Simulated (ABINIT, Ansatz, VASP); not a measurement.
**Code comparison for Ni3Si (Pm-3m, 4 atoms in the cell)**

Self-consistent single point.

```yaml
crystal:
  lattice:
    - [3.59670, 0.00000, 0.00000]
    - [0.00000, 3.59670, 0.00000]
    - [0.00000, 0.00000, 3.59670]
  atoms:
    - { symbol: Si, position: [0.00000, 0.00000, 0.00000] }
    - { symbol: Ni, position: [0.00000, 0.50000, 0.50000] }
    - { symbol: Ni, position: [0.50000, 0.00000, 0.50000] }
    - { symbol: Ni, position: [0.50000, 0.50000, 0.00000] }
```

Shared settings, as Ansatz (a quantum-chemistry and plane-wave program) writes them: kpoints.mp_grid.grid = 3 3 3; scf.occupations.method = gaussian; scf.occupations.width = 0.272 eV. Potentials and cutoffs stand in the table.

```
code                                                                       model  pressure (GPa)  cutoff
------  ------------------------------------------------------------------------  --------------  ------
ABINIT  PBE, norm-conserving pseudopotentials (PseudoDojo nc-sr-05 PBE standard)          -12.36   49 Ha
Ansatz                                                    PBE, default PAW files          -12.46  420 eV
VASP                                     PBE, VASP's PBE PAW potentials (set 64)          -12.37  300 eV
```

On Ansatz's run: spin polarisation is off.

The spread over the programs that give each value: pressure within 0.10 GPa.

Ansatz's pressure is given at a fixed set of plane waves, as the other plane-wave codes print theirs; with its correction for the finite basis it is -12.42 GPa.

On the base mesh (7 7 7) the same programs gave: Ansatz pressure -13.50 GPa; ABINIT pressure -13.41 GPa; VASP pressure -13.52 GPa.

The values differ from the base mesh's, so the mesh still matters here: the table compares the programs at equal settings.

VASP's run is marked for a possible Pulay error in its stress at this cutoff; no cutoff test was made.

The starting cell has typed, rounded lattice constants, without a prior relaxation at this level. Its lattice was rescaled by a random factor within 2.5 % of one.

Left out of this page: Quantum ESPRESSO, GPAW, Elk, FLEUR and SIESTA (not drawn, or without a comparable value); CP2K (on another mesh).

Keys are those of Ansatz 0.2.
